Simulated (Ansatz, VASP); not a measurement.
One calculation of HfIF3, two programs

The input INCAR:

```
SYSTEM = HfIF3
ALGO = Normal
EDIFF = 1E-6
EDIFFG = -0.01
ENCUT = 600
GGA = PE
IBRION = 2
ISIF = 3
ISMEAR = 0
LASPH = .True.
LCHARG = .False.
LREAL = .False.
LWAVE = .False.
NELM = 80
NSW = 100
PREC = Accurate
SIGMA = 0.01
```

The input KPOINTS:

```
k-points
0
Gamma
  8 8 8
  0 0 0
```

POSCAR

```
HfIF3
1.0
    4.3407030400      0.0000000000      0.0000000000
    0.0000000000      4.3407030400      0.0000000000
    0.0000000000      0.0000000000      4.3407030400
Hf I F
1 1 3
Direct
    0.5000000000      0.5000000000      0.5000000000
    0.0000000000      0.0000000000      0.0000000000
    0.5000000000      0.5000000000      0.0000000000
    0.5000000000      0.0000000000      0.5000000000
    0.0000000000      0.5000000000      0.5000000000
```

Input for Ansatz:

```yaml
crystal:
  lattice:
    - [4.34070304, 0.0, 0.0]
    - [0.0, 4.34070304, 0.0]
    - [0.0, 0.0, 4.34070304]
  atoms:
    - { symbol: Hf, position: [0.5, 0.5, 0.5] }
    - { symbol: I, position: [0.0, 0.0, 0.0] }
    - { symbol: F, position: [0.5, 0.5, 0.0] }
    - { symbol: F, position: [0.5, 0.0, 0.5] }
    - { symbol: F, position: [0.0, 0.5, 0.5] }
basis:
  ecutwfc: 420
kpoints:
  mp_grid: { grid: [8, 8, 8] }
hamiltonian:
  xc: pbe
scf:
  occupations: { method: gaussian, width: 0.01 }
output:
  forces: true
  stress: true
  eigenvalues: true
relax:
  adjacent_minimum: "off"
  f_tol: 0.01
  max_steps: 80
  cell: { stress_tol: 0.05 }
```

Change from the starting cell: species swapped into the BaTiO3 type (Pm-3m, No. 221).

Alike in both runs: task relaxation of cell and atoms; functional PBE; k mesh 8 × 8 × 8; occupations gaussian, width 0.01 eV; no spin polarisation.

```csv
,VASP,Ansatz
version,VASP 6.6.1,Ansatz 0.2.0
potentials or method,"VASP PAW PBE potentials, release 64 (Hf_pv, I, F)","scalar-relativistic, plane waves, PAW"
plane-wave cutoff (eV),600,420
valence electrons in the cell,38,64
```

```csv
,VASP,Ansatz,Ansatz less VASP
"gap on the k mesh at the Fermi level, each at its own relaxed structure (eV)",0.12,0.17,+0.056
relaxed volume (Å³/atom),16.02,16.26,+0.238
relaxed cell length with the largest relative difference (Å),4.311,4.332,+0.0213
energy change over the relaxation (meV/atom),-2,0,+2.1
```

The two sets of potentials don't hold the same shells in valence.

Caveats: spin-orbit coupling is left out, which moves the levels of the heavy elements. A k mesh can miss the band edges.
